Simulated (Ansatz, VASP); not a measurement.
# Cross-check of Te (Tellurium) between VASP and Ansatz

Wanted: the spread between two codes on one cell, functional and k mesh. The cell is taken from a series of runs on this material, whose earlier steps may have relaxed, scaled, displaced or heated it; both programs get it as it stands.

Main program and level: Ansatz 0.2.0; plane waves, with VASP 6.6.1 beside it; zone-centre phonons at PBEsol.

## (1) Set-up

Symmetry: P3_121, No. 152, trigonal system. Conventional cell: a = 4.409 Å, b = 4.409 Å, c = 5.721 Å, α = 90.00°, β = 90.00°, γ = 120.00°. Nearest to Te lie 2 Te at 2.90 Å.

Coordinates:

```
Te
1.0
     4.40941    0.00000    0.00000
    -2.20471    3.81866    0.00000
     0.00000    0.00000    5.72061
Te
3
Direct
  0.28563 0.00000 0.33333
  0.00000 0.28563 0.66667
  0.71437 0.71437 0.00000
```

## (2) VASP: zone-centre phonons, PBEsol

Second derivatives magnify differences that forces hide, and they need a tight electronic threshold.

Lines of VASP's logs that name or quote its potential files are left out, and so is its time.

Contents of INCAR:

```
SYSTEM = Te
PREC = Accurate
ENCUT = 500
EDIFF = 1E-08
NELM = 120
ISMEAR = 1
SIGMA = 0.2
LREAL = .FALSE.
ALGO = Normal
GGA = PS
NBANDS = 15
LORBIT = 11
LWAVE = .FALSE.
LCHARG = .FALSE.
ISIF = 2
IBRION = 8
LASPH = .TRUE.
GGA_COMPAT = .FALSE.
KPAR = 2
```

Contents of POSCAR:

```
Te
1.0
    4.4094132975      0.0000000000      0.0000000000
   -2.2047066488      3.8186639315      0.0000000000
    0.0000000000      0.0000000000      5.7206050772
Te
3
Direct
    0.2856292997      0.9999999953      0.3333333367
    0.9999999953      0.2856292997      0.6666666633
    0.7143707050      0.7143707050      0.0000000000
```

Contents of KPOINTS:

```
Automatic mesh
0
Gamma
12 12 8
0 0 0
```

The projector-augmented-wave data sets are Te (PBE family, release 64).

Started as:

```
> mpirun -np 2 vasp_std
```

Numbers of over 12 decimals in the logs are rounded to 6 here.

Log:

```text
[banner, memory and clock lines left out]
running    2 mpi-ranks, on    1 nodes
 distrk:  each k-point on    1 cores,    2 groups
 distr:  one band on    1 cores,    1 groups

 POSCAR found type information on POSCAR Te
 POSCAR found :  1 types and       3 ions
|                                                                             |
|               ----> ADVICE to this user running VASP <----                  |
|                                                                             |
|     You enforced a specific xc type in the INCAR file but a different       |
|     [... a line on the potential file left out ...]
|     I HOPE YOU KNOW WHAT YOU ARE DOING!                                     |
|                                                                             |

 LDA part: xc-table for (Slater+PW92), standard interpolation
 POSCAR, INCAR and KPOINTS ok, starting setup
 FFT: planning ... GRIDC
 FFT: planning ... GRID_SOFT
 FFT: planning ... GRID
 WAVECAR not read
 entering main loop
       N       E                     dE             d eps       ncg     rms          rms(c)
DAV:   1     0.715604490561E+02    0.71560E+02   -0.64495E+03  3930   0.936E+02
DAV:   2    -0.588052779994E+01   -0.77441E+02   -0.73683E+02  5293   0.140E+02
DAV:   3    -0.104997844809E+02   -0.46193E+01   -0.45892E+01  4616   0.387E+01
DAV:   4    -0.105780545091E+02   -0.78270E-01   -0.78252E-01  5578   0.593E+00
DAV:   5    -0.105794041409E+02   -0.13496E-02   -0.13496E-02  5096   0.696E-01    0.139E+01
DAV:   6    -0.105625567004E+02    0.16847E-01   -0.11554E-02  4847   0.652E-01    0.867E+00
DAV:   7    -0.105566402951E+02    0.59164E-02   -0.23836E-02  4560   0.926E-01    0.237E-01
DAV:   8    -0.105562931263E+02    0.34717E-03   -0.39283E-03  4483   0.359E-01    0.112E-01
DAV:   9    -0.105563063312E+02   -0.13205E-04   -0.10381E-04  5673   0.695E-02    0.791E-02
DAV:  10    -0.105563100894E+02   -0.37582E-05   -0.12916E-05  4746   0.232E-02    0.104E-02
DAV:  11    -0.105563081726E+02    0.19168E-05   -0.50616E-06  4791   0.136E-02    0.398E-03
DAV:  12    -0.105563082798E+02   -0.10723E-06   -0.47438E-07  5351   0.411E-03    0.188E-03
DAV:  13    -0.105563082809E+02   -0.11341E-08   -0.69138E-08  4665   0.163E-03
   1 F= -.10556308E+02 E0= -.10557325E+02  d E =0.304952E-02
 Linear response reoptimize wavefunctions to high precision
DAV:   1    -0.105563082896E+02   -0.86262E-08   -0.42133E-09  5365   0.387E-04
DAV:   2    -0.105563082896E+02   -0.79240E-10   -0.59007E-10  2840   0.143E-04
 Linear response DOF=           3
 Linear response progress:
  Degree of freedom:   1/  3
       N       E                     dE             d eps       ncg     rms          rms(c)
RMM:   1    -0.466743308107E-01   -0.46674E-01    0.38999E-02 21860   0.105E+00
RMM:   2    -0.451425414267E-01    0.15318E-02   -0.24100E-03 15028   0.280E-01    0.105E-01
RMM:   3    -0.450901505130E-01    0.52391E-04   -0.86090E-05 15923   0.591E-02    0.718E-02
RMM:   4    -0.450493728518E-01    0.40778E-04   -0.23524E-05 16195   0.258E-02    0.152E-02
RMM:   5    -0.450548890163E-01   -0.55162E-05   -0.84173E-07 16476   0.570E-03    0.770E-03
RMM:   6    -0.450618523420E-01   -0.69633E-05   -0.49418E-07 16307   0.249E-03    0.159E-03
RMM:   7    -0.450607025508E-01    0.11498E-05    0.71611E-07 16588   0.773E-04    0.476E-04
RMM:   8    -0.450596718930E-01    0.10307E-05    0.19589E-07 16641   0.281E-04    0.137E-04
RMM:   9    -0.450598158287E-01   -0.14394E-06   -0.85139E-08 17159   0.688E-05    0.734E-05
RMM:  10    -0.450597865577E-01    0.29271E-07   -0.18093E-08 16892   0.306E-05    0.240E-05
RMM:  11    -0.450597858587E-01    0.69899E-09   -0.23898E-08 17320   0.159E-05    0.161E-05
 first order change of Fermi-energy  -0.37069E+00
 force on displaced ion       1 direction 1 :  -2.444   0.000   0.000
 Linear response progress:
  Degree of freedom:   2/  3
       N       E                     dE             d eps       ncg     rms          rms(c)
RMM:   1    -0.477114911565E-01   -0.47711E-01    0.33612E-02 39974   0.105E+00
RMM:   2    -0.463875969471E-01    0.13239E-02   -0.24598E-03 27362   0.279E-01    0.778E-02
RMM:   3    -0.462662768921E-01    0.12132E-03   -0.10597E-04 28851   0.614E-02    0.514E-02
RMM:   4    -0.461938268499E-01    0.72450E-04   -0.35775E-05 29450   0.279E-02    0.144E-02
RMM:   5    -0.462037920166E-01   -0.99652E-05   -0.26269E-06 29930   0.666E-03    0.724E-03
RMM:   6    -0.462160241925E-01   -0.12232E-04   -0.17123E-06 29995   0.228E-03    0.107E-03
RMM:   7    -0.462154167078E-01    0.60748E-06    0.83670E-07 30425   0.572E-04    0.787E-04
RMM:   8    -0.462153348634E-01    0.81844E-07    0.26931E-07 30217   0.217E-04    0.146E-04
RMM:   9    -0.462153406800E-01   -0.58166E-08    0.52420E-08 31336   0.630E-05    0.544E-05
 first order change of Fermi-energy   0.58599E-04
 force on displaced ion       1 direction 2 :   0.001  -2.423  -0.342
 Linear response progress:
  Degree of freedom:   3/  3
       N       E                     dE             d eps       ncg     rms          rms(c)
RMM:   1    -0.564516511701E-01   -0.56452E-01    0.44375E-02 41726   0.108E+00
RMM:   2    -0.537447288950E-01    0.27069E-02   -0.29502E-03 27484   0.302E-01    0.242E-01
RMM:   3    -0.535206144335E-01    0.22411E-03   -0.44665E-04 28642   0.911E-02    0.168E-01
RMM:   4    -0.534832597884E-01    0.37355E-04   -0.14717E-05 29339   0.232E-02    0.808E-02
RMM:   5    -0.534750465107E-01    0.82133E-05   -0.56106E-06 29759   0.132E-02    0.404E-03
RMM:   6    -0.534774857661E-01   -0.24393E-05   -0.20327E-06 30248   0.296E-03    0.258E-03
RMM:   7    -0.534795316832E-01   -0.20459E-05   -0.48650E-07 29811   0.117E-03    0.628E-04
RMM:   8    -0.534794798324E-01    0.51851E-07   -0.13949E-07 30925   0.355E-04    0.280E-04
RMM:   9    -0.534796233588E-01   -0.14353E-06   -0.24627E-07 29891   0.134E-04    0.680E-05
RMM:  10    -0.534797153804E-01   -0.92022E-07   -0.17597E-07 32270   0.477E-05    0.139E-05
RMM:  11    -0.534797335963E-01   -0.18216E-07   -0.11769E-08 31076   0.184E-05    0.641E-06
RMM:  12    -0.534797304084E-01    0.31879E-08   -0.15518E-08 32086   0.106E-05    0.246E-06
 first order change of Fermi-energy   0.97415E-05
 force on displaced ion       1 direction 3 :  -0.001  -0.343  -4.930
 Linear response finished
```

From OUTCAR (step 2):

```text
ion  position               nearest neighbor table
   1  0.286  1.000  0.333-   3 2.90   2 2.90   2 3.34   2 3.34   3 3.34   3 3.34
   2  1.000  0.286  0.667-   3 2.90   1 2.90   1 3.34   1 3.34   3 3.34   3 3.34
   3  0.714  0.714  0.000-   1 2.90   2 2.90   1 3.34   2 3.34   2 3.34   1 3.34

  LATTYP: Found a hexagonal cell.
 ALAT       =     4.4094132975
 C/A-ratio  =     1.2973619598

 Subroutine GETGRP returns: Found  6 space group operations
 (whereof  2 operations were pure point group operations)

The static configuration has the point symmetry C_2 .
 The point group associated with its full space group is D_3 .

 Found    131 irreducible k-points:

   k-points           NKPTS =    131   k-points in BZ     NKDIM =    131   number of bands    NBANDS=     15

   dimension x,y,z NGX =    32 NGY =   32 NGZ =   42
   dimension x,y,z NGXF=    64 NGYF=   64 NGZF=   84

   ENCUT  =  500.0 eV  36.75 Ry    6.06 a.u.   8.04  8.04 10.43*2*pi/ulx,y,z

   NELECT =      18.0000    total number of electrons

 k-points in reciprocal lattice and weights: Automatic mesh
   0.00000000  0.00000000  0.00000000       0.001
   0.08333333  0.00000000  0.00000000       0.005
   0.16666667  0.00000000  0.00000000       0.005
   0.25000000  0.00000000  0.00000000       0.005
   0.33333333  0.00000000  0.00000000       0.005
   0.41666667  0.00000000  0.00000000       0.005
   0.50000000  0.00000000  0.00000000       0.003
   0.08333333  0.08333333  0.00000000       0.005
   0.16666667  0.08333333  0.00000000       0.010
[...]
0.33333333  0.25000000  0.50000000       0.010
   0.33333333  0.33333333  0.50000000       0.002

 average (electrostatic) potential at core
       1 -88.2603       2 -88.2603       3 -88.2603

  Total        0.0328686      0.0328686      1.0847406     -0.0000000     -0.0000000      0.0000000
  in kB        0.5467113      0.5467113     18.0427301     -0.0000000     -0.0000000      0.0000000
  external PRESSURE =       6.3787176 kB  Pullay stress =       0.0000000 kB

  energy-cutoff  :      500.00
  volume of cell :       96.32
      direct lattice vectors                 reciprocal lattice vectors
     4.409413298  0.000000000  0.000000000     0.226787541  0.130935848  0.000000000
    -2.204706649  3.818663932  0.000000000     0.000000000  0.261871696  0.000000000
     0.000000000  0.000000000  5.720605077     0.000000000  0.000000000  0.174806683

 POSITION                                       TOTAL-FORCE (eV/Angst)
 -----------------------------------------------------------------------------------
     -0.94525      3.81866      1.90687         0.017876     -0.000000     -0.000000
      3.77968      1.09072      3.81374        -0.008938      0.015481      0.000000
      1.57498      2.72794      0.00000        -0.008938     -0.015481      0.000000
 -----------------------------------------------------------------------------------
    total drift:                               -0.000001      0.000015     -0.000000

 Eigenvectors and eigenvalues of the dynamical matrix
 ----------------------------------------------------

   1 f  =    3.794388 THz    23.840841 2PiTHz  126.567151 cm-1    15.692320 meV
             X         Y         Z           dx          dy          dz
     -0.945249  3.818664  1.906868     0.047442   -0.082946   -0.698471
      3.779684  1.090722  3.813737    -0.095553    0.000136    0.696263
      1.574978  2.727942  0.000000     0.047896    0.082433    0.002208

   2 f  =    3.794388 THz    23.840841 2PiTHz  126.567151 cm-1    15.692320 meV
             X         Y         Z           dx          dy          dz
     -0.945249  3.818664  1.906868    -0.082695   -0.047586   -0.400713
      3.779684  1.090722  3.813737     0.000387    0.095410   -0.404538
      1.574978  2.727942  0.000000     0.082684   -0.048039    0.805250

   3 f  =    2.816425 THz    17.696122 2PiTHz   93.945833 cm-1    11.647794 meV
             X         Y         Z           dx          dy          dz
     -0.945249  3.818664  1.906868    -0.577350    0.000000   -0.000000
      3.779684  1.090722  3.813737     0.288675   -0.500000   -0.000000
      1.574978  2.727942  0.000000     0.288675    0.500000    0.000000

   4 f  =    2.792883 THz    17.548201 2PiTHz   93.160547 cm-1    11.550431 meV
             X         Y         Z           dx          dy          dz
     -0.945249  3.818664  1.906868     0.000000   -0.577350    0.000034
      3.779684  1.090722  3.813737     0.500000    0.288675    0.000034
      1.574978  2.727942  0.000000    -0.500000    0.288675    0.000034

   5 f  =    2.425862 THz    15.242143 2PiTHz   80.918059 cm-1    10.032556 meV
             X         Y         Z           dx          dy          dz
     -0.945249  3.818664  1.906868    -0.261545    0.505976   -0.119927
      3.779684  1.090722  3.813737     0.568936   -0.025954    0.113707
      1.574978  2.727942  0.000000    -0.306970   -0.479207    0.006219

   6 f  =    2.425862 THz    15.242143 2PiTHz   80.918059 cm-1    10.032556 meV
             X         Y         Z           dx          dy          dz
     -0.945249  3.818664  1.906868    -0.505433   -0.261826    0.062058
      3.779684  1.090722  3.813737     0.026498    0.568655    0.072830
      1.574978  2.727942  0.000000     0.479750   -0.307251   -0.134889

   7 f/i=    0.000165 THz     0.001039 2PiTHz    0.005518 cm-1     0.000684 meV
             X         Y         Z           dx          dy          dz
     -0.945249  3.818664  1.906868    -0.000000    0.000034    0.577350
      3.779684  1.090722  3.813737    -0.000030   -0.000017    0.577350
      1.574978  2.727942  0.000000     0.000030   -0.000017    0.577350

   8 f/i=    0.001599 THz     0.010044 2PiTHz    0.053322 cm-1     0.006611 meV
             X         Y         Z           dx          dy          dz
     -0.945249  3.818664  1.906868     0.527196   -0.235898    0.000053
      3.779684  1.090722  3.813737     0.526866   -0.236355    0.000076
      1.574978  2.727942  0.000000     0.526635   -0.235841   -0.000129

   9 f/i=    0.001599 THz     0.010044 2PiTHz    0.053322 cm-1     0.006611 meV
             X         Y         Z           dx          dy          dz
     -0.945249  3.818664  1.906868     0.236165    0.526602   -0.000119
      3.779684  1.090722  3.813737     0.235708    0.526932    0.000105
      1.574978  2.727942  0.000000     0.236222    0.527163    0.000013

 ELASTIC MODULI CONTR FROM IONIC RELAXATION (kBar)
 Direction    XX          YY          ZZ          XY          YZ          ZX
 --------------------------------------------------------------------------------
 XX        -213.3947   -107.6843   -246.1034      0.0000    -92.5380      0.0000
 YY        -107.6843   -213.3947   -246.1034      0.0000     92.5380     -0.0000
 ZZ        -246.1034   -246.1034   -377.2709      0.0000      0.0000     -0.0000
 XY           0.0000      0.0000      0.0000    -53.0356     -0.0000    -91.2402
 YZ         -92.5380     92.5380      0.0000     -0.0000   -173.2036      0.0000
 ZX           0.0000     -0.0000     -0.0000    -91.2402      0.0000   -169.6796
 --------------------------------------------------------------------------------
```

(Part 1 of 2 ends here.)

[Lines on the potential files, build, host, timing and source positions are cut from VASP's logs without a mark.]

[Logs are printed without paths, hosts, clocks, repeated set-up lines and the standing remarks that a program may print on its own settings, such as how far it seeks lower states.]

[Hosts, paths, dates, database ids (printed as entryN), source tags and the programs' standing remarks are cut or masked in the printed files.]
